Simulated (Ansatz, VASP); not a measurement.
# Cross-check of Al3SiCN3 between VASP and Ansatz, part 3 of 3

Aim: how closely do two programs agree when they are given the same cell, functional and k mesh? The cell is generated by rule, not measured, and may not be a known phase. The cell is taken from a series of runs on this material, whose earlier steps may have relaxed, scaled, displaced or heated it; both programs get it as it stands.

VASP 6.6.1 and Ansatz 0.2.0.

So far: The structure; VASP: relaxation of cell and atoms, PBEsol, pair 1; Ansatz: relaxation of cell and atoms, PBEsol, pair 1; Comparison; VASP: relaxation of cell and atoms, PBEsol, pair 2; Ansatz: relaxation of cell and atoms, PBEsol, pair 2.

The structure was built from a prototype and need not be the compound's stable phase.

## Step 8: Ansatz: relaxation of cell and atoms, PBEsol, pair 3

Level of this step: Ansatz beside VASP: Kohn-Sham DFT, plane waves, PBEsol (Ansatz).

The relaxed volume is the usual yardstick between codes: in a stiff, nearly cubic crystal its relative difference is about their pressure difference at one cell divided by the bulk modulus.

The cell is taken from a series of runs on this material, whose earlier steps may have relaxed, scaled, displaced or heated it; both programs get it as it stands.

The input, input.yaml:

```yaml
crystal:
  lattice:
    - [2.1878520748, 2.1878520748, 0.0]
    - [-2.1910683589, 2.1910683589, 0.0]
    - [0.0, 0.0, 8.7435757739]
  atoms:
    - { symbol: Al, position: [0.5, 0.5, 0.2492874016] }
    - { symbol: Al, position: [0.0, 0.0, 0.5004871497] }
    - { symbol: Al, position: [0.5, 0.5, 0.7504289641] }
    - { symbol: C, position: [0.5, 1.0, 0.1108375934] }
    - { symbol: "N", position: [0.0, 0.5, 0.3793849122] }
    - { symbol: "N", position: [0.5, 1.0, 0.6295052366] }
    - { symbol: "N", position: [0.0, 0.5, 0.8782201562] }
    - { symbol: Si, position: [0.0, 0.0, 0.0018485863] }
kpoints:
  mp_grid: { grid: [8, 8, 4] }
hamiltonian:
  xc: pbesol
scf:
  occupations: { method: fixed }
output:
  forces: true
  stress: true
  eigenvalues: true
relax:
  adjacent_minimum: "off"
  f_tol: 0.001
  max_steps: 60
  cell: { stress_tol: 0.01 }
```

Command:

```sh
$ ansatz run input.yaml --threads 8 --pin off --max-ram 14336MiB --backend cpu --events-out ev --progress --plain --runs-dir out
```

Numbers of over 12 decimals in the logs are rounded to 6 here.

Output:

```text
[...]
Crystal: 8 atoms, lattice volume = 83.829 Å³
Basis set: ecut = 420 eV, 1653 PW (Γ), exchange–correlation on 48×48×120 points (8 copies of the dense FFT grid, shifted against one another)
Bands: 24, of which v1, the nominal top of the filled ones, is band 16 counted from 1 (15 counted from 0)
Symmetry: 4 space group operations
[...]
k-points: 75 of 256 (time reversal used)
[...]
- [-2.190898, 2.190898, 0]
    - [0, 0, 8.743186]
  atoms:
    - { symbol: Al, position: [0.5, 0.500000, 0.249277] }
    - { symbol: Al, position: [0, 0, 0.500488] }
    - { symbol: Al, position: [0.5, 0.500000, 0.750441] }
    - { symbol: C, position: [0.500000, 1.0, 0.110826] }
    - { symbol: N, position: [0, 0.5, 0.379379] }
    - { symbol: N, position: [0.500000, 1.0, 0.629510] }
    - { symbol: N, position: [0, 0.5, 0.878232] }
    - { symbol: Si, position: [0, 0, 0.00184662] }
[key lines of the parts left out:]
SCF converged after 6 iterations
Free energy (F): -3585.710849 eV
Fermi energy:    9.156695 eV
P = ⅓ Tr σ = -0.0001 GPa (-0.001 kbar)
```

## Step 9: VASP: relaxation of cell and atoms, PBEsol, pair 3

The same cell, functional and mesh now go to VASP, with its own data sets.

The input, INCAR:

```
SYSTEM = Al3SiCN3
PREC = Accurate
ENCUT = 600
EDIFF = 1E-07
NELM = 120
ISMEAR = 0
SIGMA = 0.01
LREAL = .FALSE.
ALGO = Normal
GGA = PS
NBANDS = 24
LORBIT = 11
LWAVE = .FALSE.
LCHARG = .FALSE.
ISIF = 3
IBRION = 2
NSW = 80
EDIFFG = -0.005
LASPH = .TRUE.
GGA_COMPAT = .FALSE.
NELMIN = 4
EFERMI = MIDGAP
KPAR = 2
```

The input, POSCAR:

```
Al3SiCN3
1.0
    2.1878520000      2.1878520000      0.0000000000
   -2.1910680000      2.1910680000      0.0000000000
    0.0000000000      0.0000000000      8.7435760000
Al C N Si
3 1 3 1
Direct
    0.5000000000      0.5000000000      0.2492873625
    0.0000000000      0.0000000000      0.5004871005
    0.5000000000      0.5000000000      0.7504290007
    0.5000000000      0.0000000000      0.1108376024
    0.0000000000      0.5000000000      0.3793849336
    0.5000000000      0.0000000000      0.6295052505
    0.0000000000      0.5000000000      0.8782200784
    0.0000000000      0.0000000000      0.0018485572
```

The input, KPOINTS:

```
Automatic mesh
0
Gamma
8 8 4
0 0 0
```

Potentials, in the order of the species: Al, C, N and Si (PBE family, release 64).

Command:

```sh
$ mpirun -np 2 vasp_std
```

Output:

```text
[... set-up lines as in an earlier step ...]
 entering main loop
       N       E                     dE             d eps       ncg     rms          rms(c)
DAV:   1     0.113546397597E+03    0.11355E+03   -0.15940E+04  3600   0.133E+03
DAV:   2    -0.606714117148E+02   -0.17422E+03   -0.16246E+03  4872   0.250E+02
DAV:   3    -0.706101873473E+02   -0.99388E+01   -0.98765E+01  4800   0.629E+01
DAV:   4    -0.707195359715E+02   -0.10935E+00   -0.10929E+00  4544   0.740E+00
[...]
DAV:  13    -0.620108148952E+02    0.12259E-05   -0.12911E-05  4656   0.265E-02    0.470E-03
DAV:  14    -0.620108150147E+02   -0.11953E-06   -0.21750E-06  4552   0.108E-02    0.261E-03
DAV:  15    -0.620108150312E+02   -0.16441E-07   -0.13875E-07  3480   0.313E-03
   1 F= -.62010815E+02 E0= -.62010815E+02  d E =-.620108E+02
[...]
2 F= -.62010829E+02 E0= -.62010829E+02  d E =-.142877E-04
[...]
3 F= -.62010836E+02 E0= -.62010836E+02  d E =-.205446E-04
[...]
4 F= -.62010835E+02 E0= -.62010835E+02  d E =-.204339E-04
[...]
5 F= -.62010840E+02 E0= -.62010840E+02  d E =-.403924E-05
 trial-energy change:   -0.000004  1 .order   -0.000004   -0.000007   -0.000001
 step:   1.0930(harm=  1.0930)  dis= 0.00042  next Energy=   -62.010840 (dE=-0.426E-05)
 reached required accuracy - stopping structural energy minimisation
```

From OUTCAR (step 9):

```text
  Total        0.0040153      0.0040153     -0.0033764      0.0015789      0.0000000      0.0000000
  in kB        0.0767736      0.0767736     -0.0645567      0.0301893      0.0000000      0.0000000
  external PRESSURE =       0.0296635 kB  Pullay stress =       0.0000000 kB

 POSITION                                       TOTAL-FORCE (eV/Angst)
 -----------------------------------------------------------------------------------
     -0.00145      2.18926      2.17976        -0.000000     -0.000000      0.000648
      0.00000      0.00000      4.37524        -0.000000     -0.000000      0.001247
     -0.00145      2.18926      6.55998        -0.000000     -0.000000     -0.001903
      1.09390      1.09390      0.96947        -0.000000     -0.000000      0.001318
     -1.09535      1.09535      3.31632         0.000000      0.000000      0.003242
     -1.09680      3.28461      5.50282        -0.000000     -0.000000     -0.003370
     -1.09535      1.09535      7.67630         0.000000     -0.000000      0.000088
      0.00000      0.00000      0.01607        -0.000000     -0.000000     -0.001271
 -----------------------------------------------------------------------------------
    total drift:                                0.000000     -0.000000     -0.000183

  FREE ENERGIE OF THE ION-ELECTRON SYSTEM (eV)
  ---------------------------------------------------
  free  energy   TOTEN  =       -62.0108395043 eV

  energy  without entropy=      -62.0108395043  energy(sigma->0) =      -62.01083950

[... 2 parts as in an earlier step ...]

[... 2 further parts left out ...]
[key lines of the parts left out:]
E-fermi :   8.4509
```

## Step 10: Side by side

What differs besides the data sets and the points named for the pairs above, as far as they apply: fixed occupations in Ansatz, narrow Gaussian smearing in VASP. Total energies have different zeros and are not compared.

Compared:

| quantity | Ansatz | VASP | difference |
| --- | --- | --- | --- |
| volume (Å³) | 83.82 | 83.80 | +0.03 % |
| edge a after relaxation, in the typed setting (Å) | 3.094 | 3.094 | +0.00 % |
| edge b after relaxation, in the typed setting (Å) | 3.098 | 3.098 | +0.01 % |
| edge c after relaxation, in the typed setting (Å) | 8.743 | 8.742 | +0.02 % |

## Step 11: Outcome

```yaml
difference_in_edge_c_after_relaxation_in_the_typed_setting_relaxation_of_cell_and_atoms_pbesol_pair_1: 0.066 %
difference_in_volume_relaxation_of_cell_and_atoms_pbesol_pair_2: 0.042 %
difference_in_volume_relaxation_of_cell_and_atoms_pbesol_pair_3: 0.027 %
```

**Reading.** The difference in edge c after relaxation, in the typed setting is 0.066 % (relaxation of cell and atoms, PBEsol, pair 1), within the 1.2 % picked in this series as the mark of a large difference, as far as the stopping tolerances let one tell. How closely two codes agree says nothing of how well the functional describes the real material.

[Lines on the potential files, build, host, timing and source positions are cut from VASP's logs without a mark.]

[Logs are printed without paths, hosts, clocks, repeated set-up lines and the standing remarks that a program may print on its own settings, such as how far it seeks lower states.]

[Hosts, paths, dates, database ids (printed as entryN), source tags and the programs' standing remarks are cut or masked in the printed files.]
